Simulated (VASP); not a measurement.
An input for Quantum ESPRESSO's pw.x (written as the equivalent of a VASP run, and not itself run):

```
&CONTROL
  calculation = 'vc-relax'
  pseudo_dir = './pseudo'
  outdir = './out'
  tprnfor = .true.
  tstress = .true.
  nstep = 40
  forc_conv_thr = 0.00078
/
&SYSTEM
  ibrav = 0
  nat = 6
  ntyp = 2
  ecutwfc = 84
  occupations = 'smearing'
  smearing = 'gaussian'
  degauss = 0.003675
  input_dft = 'pz'
/
&ELECTRONS
  conv_thr = 7.3e-08
  electron_maxstep = 100
/
&IONS
/
&CELL
  press = 100
/
ATOMIC_SPECIES
  Pb 207.200 Pb.upf
  O 15.999 O.upf
CELL_PARAMETERS angstrom
     4.8660962    0.0000000    0.0000000
     0.0000000    4.8660962    0.0000000
     0.0000000    0.0000000    3.3870231
ATOMIC_POSITIONS crystal
  Pb   0.0000000  0.0000000  0.0000000
  Pb   0.5000000  0.5000000  0.5000000
  O    0.3069615  0.3069615  0.0000000
  O    0.8069615  0.1930385  0.5000000
  O    0.1930385  0.8069615  0.5000000
  O    0.6930385  0.6930385  0.0000000
K_POINTS automatic
  5 5 7 0 0 0
```

Translate this input to VASP (INCAR, KPOINTS, POSCAR, choice of POTCAR).

One answer among several that fit: 
KPOINTS:
```
Automatic mesh
0
Gamma
5 5 7
0 0 0
```

POSCAR:
```
PbO2
1
    4.8660961776     0.0000000000     0.0000000000
    0.0000000000     4.8660961776     0.0000000000
    0.0000000000     0.0000000000     3.3870230875
Pb O
2 4
Direct
  0.0000000000   0.0000000000   0.0000000000
  0.5000000000   0.5000000000   0.5000000000
  0.3069615111   0.3069615111   0.0000000000
  0.8069615111   0.1930384889   0.5000000000
  0.1930384889   0.8069615111   0.5000000000
  0.6930384889   0.6930384889   0.0000000000
```

### INCAR
```
ALGO  =  Normal
EDIFF  =  1E-6
EDIFFG  =  -0.02
ENCUT  =  620
IBRION  =  2
ISIF  =  3
ISMEAR  =  0
LASPH  =  .True.
LCHARG  =  .False.
LMAXMIX  =  4
LREAL  =  .False.
LWAVE  =  .False.
NELM  =  100
NSW  =  40
PREC  =  Accurate
PSTRESS  =  100
SIGMA  =  0.05
SYSTEM  =  PbO2
```

POTCAR, in this order: Pb_d O (LDA.64 set). Program: vasp_std.

The two are equivalent in intent, not identical: the potentials are each code's own (VASP's PAW set, PseudoDojo norm-conserving files in pw.x), so ENCUT and ecutwfc are chosen apart and not converted; conv_thr bounds pw.x's estimated SCF error, while EDIFF bounds the energy change between steps; forc_conv_thr acts on force components and is met together with etot_conv_thr.

The compound is PbO2 in the rutile structure. This run relaxes it under an external pressure of 10 GPa. Symmetry was kept, so distortions that lower it aren't found.
